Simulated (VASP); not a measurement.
A run of VASP 6.6.1 is set up as follows.

Contents of INCAR:

```
ALGO     = Normal         # electronic algorithm
EDIFF    = 1E-6           # SCF threshold, eV
ENCUT    = 520            # plane-wave cutoff, eV
GGA      = PE             # functional
ISIF     = 2              # what is computed and relaxed
ISMEAR   = 0              # smearing method
IVDW     = 2              # dispersion correction
LASPH    = T              # aspherical terms in the spheres
LCHARG   = F              # write CHGCAR
LORBIT   = 10             # projections on sites
LREAL    = F              # projectors in reciprocal space
LWAVE    = F              # write WAVECAR
NELM     = 100            # most SCF steps
PREC     = Accurate       # precision mode
SIGMA    = 0.01           # smearing width, eV
```

KPOINTS

```
k-points
0
Gamma
  1 1 1
```

The input POSCAR:

```
BHC2F2
1.0
   13.0000000000      0.0000000000      0.0000000000
    0.0000000000     11.0000000000      0.0000000000
    0.0000000000      0.0000000000     13.0000000000
C B F H
2 1 2 1
Direct
    0.4188423100      0.5621409100      0.5866730800
    0.4700038500      0.5308136400      0.5142346200
    0.5346653800      0.4912318200      0.4226884600
    0.4986346200      0.4139318200      0.3543653800
    0.6284884600      0.5331318200      0.4091730800
    0.3735115400      0.5898863600      0.6508653800
```

Potentials or basis: VASP PAW PBE potentials, release 64 (C, B, F, H).

Run with:

```sh
$ cat potpaw_PBE.64/C/POTCAR potpaw_PBE.64/B/POTCAR potpaw_PBE.64/F/POTCAR potpaw_PBE.64/H/POTCAR > POTCAR
$ mpirun -np 1 vasp_gam > vasp.out
```

Q: What does it give for the Hirshfeld charges?

A: C -0.05, -0.12; B +0.30; F -0.12; H +0.10 e.

Q: Estimate the dispersion energy per atom.

A: -0.002 eV.

Q: Predict the gap between the frontier levels.

A: 5.14 eV.

Forces on the atoms (eV/Å):
```
C   -0.518  0.268  0.734
C    0.584 -0.302 -0.827
B   -0.462  0.238  0.653
F   -0.337 -0.584 -0.602
F    0.839  0.325 -0.107
H   -0.105  0.055  0.149
```

Caveat: the standard files for N, O and F lose accuracy on very short bonds. A hybrid or GW would open this gap; PBE tends to underestimate it.
